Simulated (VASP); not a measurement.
```
CELL_PARAMETERS angstrom
      2.45769     0.00000     0.00000
     -1.22885     2.12843     0.00000
      0.00000     0.00000    13.18496
ATOMIC_POSITIONS crystal
  C  0.66667 0.33333 0.50001
  C  0.33333 0.66667 0.49999
```

Calculation: r2SCAN meta-GGA, VASP's PBE PAW potentials (set 64) (plane waves; VASP). Settings: 520 eV cut-off, 19×19×1 Γ-centred mesh, tetrahedra with Blöchl corrections, potentials C.

The cell holds a wide vacuum, so values per volume refer to the whole cell.

Task: Give the energies of bands 2 to 6 at the high-symmetry points, in eV from the Fermi level.

Result: 
```json
[
 {"band": "2", "Γ": "-8.13", "M": "-14.09", "K": "-13.52"},
 {"band": "3", "Γ": "-3.24", "M": "-6.84", "K": "-11.17"},
 {"band": "4", "Γ": "-3.24", "M": "-2.54", "K": "0.00"},
 {"band": "5", "Γ": "3.60", "M": "1.81", "K": "0.00"},
 {"band": "6", "Γ": "4.65", "M": "7.74", "K": "11.14"}
]
```

It has no gap at this level: it comes out as a metal or semimetal.

The cell is a sheet with vacuum, built from a generated structure.
